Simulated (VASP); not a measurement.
Input of a VASP 6.6.1 run:

File INCAR:

```
PREC = Accurate
ENCUT = 520
EDIFF = 1E-6
ISMEAR = 0
SIGMA = 0.1
LREAL = F
LASPH = T
NELM = 100
ALGO = Fast
ISIF = 2
LWAVE = F
LCHARG = F
GGA = PE
NBANDS = 46
```

File KPOINTS:

```
Automatic mesh
0
Gamma
  6 6 6
```

The input POSCAR:

```
Cs3Ge2S3
1.0
    6.5719412749      0.0000000000      0.0000000000
    0.0000000000      6.5719412749      0.0000000000
    0.0000000000      0.0000000000      6.5719412749
Cs Ge S
3 2 3
Direct
    0.5000000000      0.0000000000      0.0000000000
    0.0000000000      0.5000000000      0.0000000000
    0.0000000000      0.0000000000      0.5000000000
    0.5000000000      0.5000000000      0.5000000000
    0.0000000000      0.0000000000      0.0000000000
    0.0000000000      0.5000000000      0.5000000000
    0.5000000000      0.0000000000      0.5000000000
    0.5000000000      0.5000000000      0.0000000000
```

Potentials or basis: VASP PAW PBE potentials, release 64 (Cs_sv, Ge_d, S).

Launch:

```console
$ cat potpaw_PBE.64/Cs_sv/POTCAR potpaw_PBE.64/Ge_d/POTCAR potpaw_PBE.64/S/POTCAR > POTCAR
$ mpirun -np 1 vasp_std > vasp.out
```

Problem. Estimate the band gap on the k mesh.

Solution. None (metal or under the smearing width).

Problem. Estimate the pressure.

Solution. 0.1 GPa.

The run has no spin-orbit coupling, so splittings on Cs are missing.
